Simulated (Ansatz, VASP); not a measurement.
# PtSe2 (Sudovikovite): VASP beside Ansatz, part 2 of 2

Wanted: the spread between two codes on one cell, functional and k mesh. The cell is taken from a series of runs on this material, whose earlier steps may have relaxed, scaled, displaced or heated it; both programs get it as it stands.

VASP 6.6.1 and Ansatz 0.2.0.

So far: The structure; VASP: zone-centre phonons, LDA.

### 3. Ansatz: zone-centre phonons, LDA

Level of this step: Ansatz beside VASP: Kohn-Sham DFT, plane waves, LDA (Ansatz).

Ansatz runs on its default PAW (the set named soft_2) files.

The same cell, functional (in two slightly different forms), mesh and smearing now go to Ansatz, which takes its cutoff from its data sets.

input.yaml reads:

```yaml
crystal:
  lattice:
    - [3.7413888365, 0.0, 0.0]
    - [-1.8706944183, 3.2401377779, 0.0]
    - [0.0, 0.0, 4.7617147581]
  atoms:
    - { symbol: Pt, position: [0.0, 0.0, 0.0] }
    - { symbol: Se, position: [0.3333333333, 0.6666666667, 0.2646240803] }
    - { symbol: Se, position: [0.6666666667, 0.3333333333, 0.7353759197] }
kpoints:
  mp_grid: { grid: [15, 15, 8] }
hamiltonian:
  xc: lda
scf:
  occupations: { method: methfessel_paxton, width: 0.2 }
output:
  eigenvalues: true
phonons:
  method: dfpt
```

Started as:

```
$ ansatz run input.yaml --threads 4 --pin off --max-ram 16384MiB --backend cpu --events-out ev --progress --plain --runs-dir out
```

Numbers of over 12 decimals in the logs are rounded to 6 here.

Log:

```text
Engine: ansatz 0.2.0, aarch64-unknown-linux-gnu
Pseudopotentials: kind: paw
Pseudopotential: Pt, paw, valence charge 18, recommended cutoff 420 eV (normal), Pt.paw.azcp
Pseudopotential: Se, paw, valence charge 16, recommended cutoff 420 eV (normal), Se.paw.azcp
Functional definition: SPW92
  exchange = slater_x
  correlation = pw_c
Crystal: 3 atoms, lattice volume = 57.724 Å³
Basis set: ecut = 420 eV, 1119 PW (Γ), exchange–correlation on 54×54×64 points (8 copies of the dense FFT grid, shifted against one another)
Bands: 30, of which v1, the nominal top of the filled ones, is band 25 counted from 1 (24 counted from 0)
Symmetry: 12 space group operations
k-points: 488 of 1800 (irreducible under 2 space group operations, time reversal used)
Non-local potential: Pt, projectors of the file, l = 0: 3, l = 1: 2, l = 2: 2, l = 3: 1
Non-local potential: Se, projectors of the file, l = 0: 2, l = 1: 2, l = 2: 3, l = 3: 1
PAW form: soft (Blöchl's): semilocal exchange-correlation on the pseudo side does not see the compensation charge
PAW frozen core: Pt, regenerated for the run's functional, and the local potential with it (the file was generated under x = pbe(κ = 0.804, μ = 0.219515), c = pbe(β = 0.066725))
PAW frozen core: Se, regenerated for the run's functional, and the local potential with it (the file was generated under x = pbe(κ = 0.804, μ = 0.219515), c = pbe(β = 0.066725))
PAW one-centre angular grid: Pt, 590 points (default); XC on 64 Gauss nodes
PAW one-centre angular grid: Se, 590 points (default); XC on 64 Gauss nodes
Initial density: superposition of atomic densities (neutral atoms: chi_scale 0, normalization atom), corrected by the library's trained network
Initial wavefunctions: pseudopotential atomic-orbital guess
Functional: x = slater, c = lda
SCF iter   1: F=—  HF=-23012.779086 eV  |F-HF|=—  |Δ(HF+E_count)|=         —  Δρ=5.30e-3  dr2=9.00e-3  ethr=1.77e-3  ⟨swp⟩=5.1  Hψ=54871  notcnv=0
preconditioner: auto → LDOS  [metal: Δε(μ)=0.021 eV  Ē_g=10.221 eV  σ=0.200 eV  W_gap=0.09  n_scr=22 (ndim 8)  ℏωp=22.9 eV  f_vac=0.020  D(μ)=0.66/eV (n_scr^D=2)  β→1.0]
SCF iter   2: F=—  HF=-23012.779083 eV  |F-HF|=—  |Δ(HF+E_count)|=   3.04e-6  S|Δr|=    0.00e0  Δρ=2.15e-3  dr2=3.69e-3  ethr=1.80e-5  ⟨swp⟩=2.0  Hψ=28803  notcnv=0
SCF iter   3: F=—  HF=-23012.777973 eV  |F-HF|=—  |Δ(HF+E_count)|=   1.11e-3  S|Δr|=    0.00e0  Δρ=4.92e-4  dr2=1.68e-4  ethr=7.39e-6  ⟨swp⟩=2.2  Hψ=25208  notcnv=0
SCF iter   4: F=—  HF=-23012.777907 eV  |F-HF|=—  |Δ(HF+E_count)|=   6.55e-5  S|Δr|=    0.00e0  Δρ=9.19e-5  dr2=7.68e-6  ethr=3.37e-7  ⟨swp⟩=2.1  Hψ=26452  notcnv=0
SCF iter   5: F=—  HF=-23012.777906 eV  |F-HF|=—  |Δ(HF+E_count)|=   1.79e-6  S|Δr|=    0.00e0  Δρ=2.52e-5  dr2=3.68e-7  ethr=1.54e-8  ⟨swp⟩=2.0  Hψ=18929  notcnv=0
SCF iter   6: F=—  HF=-23012.777907 eV  |F-HF|=—  |Δ(HF+E_count)|=   1.20e-6  S|Δr|=    0.00e0  Δρ=4.69e-6  dr2=8.56e-9  ethr=7.35e-10  ⟨swp⟩=2.3  Hψ=20039  notcnv=0
SCF iter   7: F=—  HF=-23012.777907 eV  |F-HF|=—  |Δ(HF+E_count)|=   1.35e-9  S|Δr|=    0.00e0  Δρ=8.02e-7  dr2=2.98e-10  ethr=1.71e-11  ⟨swp⟩=2.2  Hψ=20710  notcnv=0
SCF iter   8: F=-23012.777907 eV  HF=-23012.777907 eV  |F-HF|=0.00e0  |Δ(HF+E_count)|=  6.91e-11  S|Δr|=    0.00e0  Δρ=1.43e-7  dr2=7.63e-12  ethr=1.00e-12  ⟨swp⟩=5.1  Hψ=80012  notcnv=0
SCF 1 converged in 8 iterations: F = -23012.777907 eV  dr2 = 7.63e-12
  greatest PAW one-centre occupation: 1.000 electrons in one spin orbital (limit 2), on the Se atom at site 2 (counted from 0), in its partial waves of l = 2
DFPT response loops at Γ: preconditioner auto → Kerker (q_TF=auto, 2.664 Å⁻¹) (partly filled bands, converged f_vac=0.015); β = 1.00, the filter's whole step (`scf.mixing.beta` (0.50) is not read by the response loops under this deck's `scf.mixing.preconditioner`; to damp them name `kerker` or `kerker_dos`, under which they read `scf.mixing.beta`, and type it under 1.00, their step now; both keys bind the ground state too); Broyden in place of MSR1
SCF converged after 8 iterations
Stability not checked: this state was not tested for a lower state beside it, because cold or Methfessel-Paxton smearing, or corrected tetrahedra, fill the levels in a way that the test cannot read (fill_not_monotonic; see scf.lower_state_search)
Free energy (F): -23012.777907 eV
Harris-Foulkes:  -23012.777907 eV  (|F-HF|=0.00e0)
Internal energy: -23012.779198 eV  (E = F + TS)
E sigma→0 (E₀):  -23012.778229 eV
Entropy (-TS):   0.001291 eV (0.430 meV/atom)
Fermi energy:    13.893769 eV
--- Per-component energies (eV) ---
  E_band       = -931.564145
  E_kinetic    = 877.984624
  E_local      = -6411.365472  (includes V_loc(G=0)·N_el)
  E_nonlocal   = -969.435557
  E_hartree    = 2972.180897
  E_xc         = -468.924854
  E_vxc        = -501.501810  (∫ρ·V_xc dr)
  E_paw        = -12833.409475  (= ΣΔE_a)
  E_vpaw       = 128.393242  (= ΣTr[D̂ρ^β])
  E_aug_tail   = -0.001045  (compensation charges beyond the density's cutoff)
  E_ewald      = -6184.706909
  E_core_change = 4.898594  (= ΣΔE_core)
  E_smearing   = 0.001291  (= −TS)
  E_closure    = 0.000000  (closes the sum)
  Σ components = -23012.777907   (vs F -23012.777907, Δ=0.00e0)
--- Band table (eV; the first three rows and the last of 488) ---
  k-point 0: bands = [... 21 lower, 11.4064, 12.8777, 12.8777, 14.7515, 15.0239, 15.0239, 17.0740, 18.0507, ... 1 higher]
  k-point 1: bands = [... 21 lower, 11.3951, 12.7443, 12.7443, 14.2649, 15.2233, 15.2233, 17.2524, 18.5161, ... 1 higher]
  k-point 2: bands = [... 21 lower, 11.3382, 12.4716, 12.4716, 13.3117, 15.6790, 15.6790, 17.7659, 19.3980, ... 1 higher]
  k-point 487: bands = [... 21 lower, 10.5308, 10.7687, 11.3487, 12.6056, 14.6802, 15.1952, 18.6032, 20.8459, ... 1 higher]
--- Phonons (Γ-DFPT): 4 representative perturbations + reference, on 488 of 1800 k-points (Σ response iterations 12) ---
  k mesh reduced under 2 symmetry operations, with k and −k counted as one. Each operation leaves every solved perturbation unchanged. A smaller set is not used because it would not reduce the number of displacements times k-points to solve
  ASR residual: 7.972e-5 → 0.000e0 eV/Å²; symmetrization residual: 9.545e-6 eV/Å²
  ASR residual per site (eV/Å²): 7.97e-5 4.58e-5 4.58e-5
  Γ frequencies (cm⁻¹): 0.00 0.00 0.00 165.35 165.35 208.89 217.62 217.62 220.69
  non-analytic LO–TO correction: not included (Born effective charges unavailable; polar crystals: no LO–TO splitting at Γ)
```

The column dr2 measures how far the density is from self-consistency, as an energy; F and HF (Harris–Foulkes) agree once it is small.

### 4. Side by side

Known differences besides the potentials themselves: the data sets hold 50 valence electrons in Ansatz (on its default PAW (the set named soft_2) files) and 22 in VASP; the cutoff is 420 eV in Ansatz and 500 eV in VASP; VASP's log shows a relativistic correction to its local exchange, Ansatz's none. Total energies have different zeros and are not compared.

Both answers:

| quantity | Ansatz | VASP | difference |
| --- | --- | --- | --- |
| optical mode 1 to 2 (cm⁻¹) | 165.3 | 165.8 | -0.27 % |
| optical mode 3 (cm⁻¹) | 208.9 | 209.2 | -0.14 % |
| optical mode 4 to 5 (cm⁻¹) | 217.6 | 218.6 | -0.45 % |
| optical mode 6 (cm⁻¹) | 220.7 | 221.1 | -0.18 % |

Modes are paired by rising frequency, not by their patterns, so a pair may set unlike modes beside each other; they are those without the splitting of longitudinal modes.

### 5. Outcome

```yaml
r_m_s_difference_of_the_optical_zone_centre_modes_each_program_s_sorted_by_frequency_zone_centre_phonons_lda: 0.66 cm⁻¹
```

**Reading.** The r.m.s. difference of the optical zone-centre modes, each program's sorted by frequency is 0.66 cm⁻¹ (zone-centre phonons, LDA). The data sets hold unlike numbers of valence electrons (50 in Ansatz and 22 in VASP), so part of the differences comes from the potentials. Such differences can come from data sets, numerical settings and the points named under the comparisons, not from the functional's error against experiment.

[Lines on the potential files, build, host, timing and source positions are cut from VASP's logs without a mark.]

[Logs are printed without paths, hosts, clocks, repeated set-up lines and the standing remarks that a program may print on its own settings, such as how far it seeks lower states.]

[Hosts, paths, dates, database ids (printed as entryN), source tags and the programs' standing remarks are cut or masked in the printed files.]
